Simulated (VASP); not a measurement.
Computed with PBE GGA, VASP's PBE PAW potentials (set 64) (plane waves; VASP).

A VASP calculation is set up with these files.

INCAR:
```
SYSTEM=InSb
LREAL=F   # projection in real space or not
PREC=Accurate
EDIFFG=-0.01   # ionic stop
ALGO=Normal   # blocked Davidson
SIGMA=0.05
LWAVE=F
NSW=60   # most ionic steps
LCHARG=F
LMAXMIX=4
ISMEAR=0   # Gaussian
GGA=PE
EDIFF=1E-6
ENCUT=520   # plane-wave cut-off (eV)
ISIF=3
NELM=100
IBRION=2
LASPH=T   # aspherical one-centre terms
```

KPOINTS:
```
K-points
0
G
  6 6 6
0 0 0
```

**POSCAR**
```
InSb
1.0
  0.0000000000   3.2400000000   3.2400000000
  3.2400000000   0.0000000000   3.2400000000
  3.2400000000   3.2400000000   0.0000000000
In Sb
1 1
Cartesian
  0.0000000000   0.0000000000   0.0000000000
  1.6200000000   1.6200000000   1.6200000000
```

POTCAR, in this order: In_d Sb (PBE.64 set). Program: vasp_std.

What VASP printed:

### OUTCAR
```
 ion  position               nearest neighbor table
   1  0.000  0.000  0.000-   2 2.81   2 2.81   2 2.81   2 2.81
   2  0.250  0.250  0.250-   1 2.81   1 2.81   1 2.81   1 2.81
  LATTYP: Found a face centered cubic cell.
 ALAT       =     6.4800000000
 Subroutine PRICEL returns:
 Original cell was already a primitive cell.
 Subroutine GETGRP returns: Found 24 space group operations
The static configuration has the point symmetry T_d .
The dynamic configuration has the point symmetry T_d .
 Subroutine INISYM returns: Found 24 space group operations
 Subroutine IBZKPT returns following result:
 Found     16 irreducible k-points:

 Following reciprocal coordinates:
            Coordinates               Weight
  0.000000  0.000000  0.000000      1.000000
  0.166667  0.000000  0.000000      8.000000
  0.333333  0.000000  0.000000      8.000000
  0.500000  0.000000  0.000000      4.000000
  0.166667  0.166667  0.000000      6.000000
  0.333333  0.166667  0.000000     24.000000
  0.500000  0.166667  0.000000     24.000000
 -0.333333  0.166667  0.000000     24.000000
 -0.166667  0.166667  0.000000     12.000000
...
```

**OSZICAR**
```
       N       E                     dE             d eps       ncg     rms          rms(c)
DAV:   1     0.112168358759E+03    0.11217E+03   -0.81455E+03   416   0.138E+03
DAV:   2     0.556292450491E+00   -0.11161E+03   -0.10850E+03   431   0.302E+02
DAV:   3    -0.678436100695E+01   -0.73407E+01   -0.72059E+01   546   0.859E+01
DAV:   4    -0.698874461261E+01   -0.20438E+00   -0.20430E+00   491   0.171E+01
DAV:   5    -0.699788953671E+01   -0.91449E-02   -0.91448E-02   616   0.297E+00    0.418E+00
DAV:   6    -0.689757846728E+01    0.10031E+00   -0.18218E-01   546   0.741E+00    0.244E+00
DAV:   7    -0.688331046300E+01    0.14268E-01   -0.80497E-02   550   0.307E+00    0.651E-01
DAV:   8    -0.688435389626E+01   -0.10434E-02   -0.83939E-03   561   0.126E+00    0.281E-01
DAV:   9    -0.688498926582E+01   -0.63537E-03   -0.92316E-04   471   0.306E-01    0.814E-02
DAV:  10    -0.688507183036E+01   -0.82565E-04   -0.63654E-05   504   0.600E-02    0.355E-02
DAV:  11    -0.688511656132E+01   -0.44731E-04   -0.77581E-05   451   0.659E-02    0.199E-02
DAV:  12    -0.688511753129E+01   -0.96998E-06   -0.99504E-07   362   0.856E-03
   1 F= -.68851175E+01 E0= -.68849390E+01  d E =-.688512E+01
       N       E                     dE             d eps       ncg     rms          rms(c)
DAV:   1    -0.831302921094E+01   -0.14279E+01   -0.40624E+01   521   0.141E+02    0.667E+00
DAV:   2    -0.717148402608E+01    0.11415E+01   -0.23377E+00   501   0.324E+01    0.283E+00
DAV:   3    -0.693546585960E+01    0.23602E+00   -0.84871E-01   551   0.178E+01    0.974E-01
DAV:   4    -0.693125916668E+01    0.42067E-02   -0.28290E-02   456   0.199E+00    0.607E-01
DAV:   5    -0.692787197475E+01    0.33872E-02   -0.26013E-03   517   0.443E-01    0.374E-01
DAV:   6    -0.692723507206E+01    0.63690E-03   -0.10767E-03   481   0.413E-01    0.450E-02
DAV:   7    -0.692725604281E+01   -0.20971E-04   -0.15456E-04   563   0.232E-01    0.442E-02
DAV:   8    -0.692726173632E+01   -0.56935E-05   -0.55838E-05   436   0.125E-01    0.486E-03
DAV:   9    -0.692726255210E+01   -0.81578E-06   -0.21278E-06   477   0.116E-02
   2 F= -.69272626E+01 E0= -.69270840E+01  d E =-.421450E-01
       N       E                     dE             d eps       ncg     rms          rms(c)
DAV:   1    -0.702359249804E+01   -0.96331E-01   -0.23088E+00   521   0.290E+01    0.190E+00
DAV:   2    -0.694455999800E+01    0.79033E-01   -0.18190E-01   501   0.961E+00    0.671E-01
DAV:   3    -0.693210597184E+01    0.12454E-01   -0.37969E-02   541   0.383E+00    0.354E-01
DAV:   4    -0.693186637425E+01    0.23960E-03   -0.11688E-03   421   0.321E-01    0.235E-01
DAV:   5    -0.693170666995E+01    0.15970E-03   -0.21060E-04   485   0.138E-01    0.981E-02
DAV:   6    -0.693171072052E+01   -0.40506E-05   -0.62458E-05   626   0.791E-02    0.200E-02
DAV:   7    -0.693170854021E+01    0.21803E-05   -0.44679E-06   476   0.319E-02    0.384E-03
DAV:   8    -0.693170818329E+01    0.35691E-06   -0.88131E-07   303   0.147E-02
   3 F= -.69317082E+01 E0= -.69315296E+01  d E =-.465907E-01
```

File OUTCAR:
```
------------------------ aborting loop because EDIFF is reached ----------------------------------------
  FORCE on cell =-STRESS in cart. coord.  units (eV):
  Direction    XX          YY          ZZ          XY          YZ          ZX
  --------------------------------------------------------------------------------------
  Total        0.0095467      0.0095467      0.0095467     -0.0000000      0.0000000     -0.0000000
  in kB        0.2092998      0.2092998      0.2092998     -0.0000000      0.0000000     -0.0000000
  external PRESSURE =       0.2092998 kB  Pullay stress =       0.0000000 kB
  volume of cell :       73.08
      direct lattice vectors                 reciprocal lattice vectors
    -0.000000000  3.318340674  3.318340674    -0.150677718  0.150677718  0.150677718
     3.318340674 -0.000000000  3.318340674     0.150677718 -0.150677718  0.150677718
     3.318340674  3.318340674  0.000000000     0.150677718  0.150677718 -0.150677718
  FREE ENERGIE OF THE ION-ELECTRON SYSTEM (eV)
  ---------------------------------------------------
  free  energy   TOTEN  =        -6.9317081833 eV

  energy  without entropy=       -6.9313510946  energy(sigma->0) =       -6.93152964

 reached required accuracy - stopping structural energy minimisation
```
(Selected blocks of OUTCAR.)

**CONTCAR**
```
InSb
   1.00000000000000
    -0.0000000000000000    3.3183406740780548    3.3183406740780548
     3.3183406740780548   -0.0000000000000000    3.3183406740780548
     3.3183406740780548    3.3183406740780548    0.0000000000000000
  In              Sb
     1     1
Direct
     0.0000000000000000    0.0000000000000000    0.0000000000000000
     0.2500000000000000    0.2500000000000000    0.2500000000000000
```

Energy and stress use the plane-wave basis of the starting cell.

The compound is InSb in the zinc blende structure. This run relaxes it. Symmetry was kept, so distortions that lower it aren't found.
